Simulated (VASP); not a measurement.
Data:

```
CELL_PARAMETERS angstrom
      0.00000     2.36403     2.36403
      2.36403     0.00000     2.36403
      2.36403     2.36403     0.00000
ATOMIC_POSITIONS crystal
  Ca 0.00000 0.00000 0.00000
  O  0.50000 0.50000 0.50000
```

Computed with revTPSS meta-GGA, VASP's PBE PAW potentials (set 64) (plane waves; VASP). Numerical set-up: 520 eV cut-off, 9×9×9 Γ-centred mesh, Gaussian smearing of 0.050 eV, potentials Ca_sv O.

### Question
Give the stress tensor in GPa (positive for a compressed cell).

### Answer

```
7.92  0.00  0.00
0.00  7.92  0.00
0.00  0.00  7.92
```
The pressure is its mean diagonal, 7.92 GPa.

The compound is CaO in the rock salt structure. This cell is one point of a volume scan, at 0.94 of the reference volume.
